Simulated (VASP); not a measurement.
Band gaps of GaSb (space group F-43m) from VASP (PAW), without and with spin-orbit coupling. Semilocal levels are at their own relaxed cell, hybrids and mBJ at PBE's; 0.00 means no gap at that level.  Unless said otherwise, spin-orbit coupling is left out, though it shifts the bands of the heavy elements here.

The cell of the r2SCAN+rVV10 run:

```xyz
2
Lattice="0.0000 3.0524 3.0524 3.0524 0.0000 3.0524 3.0524 3.0524 0.0000" Properties=species:S:1:pos:R:3 pbc="T T T"
Ga     0.0000     0.0000     0.0000
Sb     1.5262     1.5262     1.5262
```

```
level         gap without SOC (eV)  gap with SOC (eV)  shift (eV)
------------  --------------------  -----------------  ----------
r2SCAN+rVV10                  0.50                [?]         [?]
```

### Question
Some entries are withheld; supply them.

### Answer

- r2SCAN+rVV10, gap with SOC (eV): 0.28
- r2SCAN+rVV10, shift (eV): -0.22

Only levels that ran to the end are used. Left out are those held back, those with too coarse a band path, GW runs whose mesh misses a band edge, hybrids' fits of cells that aren't cubic and levels without matching references; a question may draw on a part of the rest.

The structure comes from a measured GaSb entry (F-43m) of the Crystallography Open Database, whose conditions weren't checked. It was relaxed first. Symmetry was kept, so distortions that lower it aren't found.
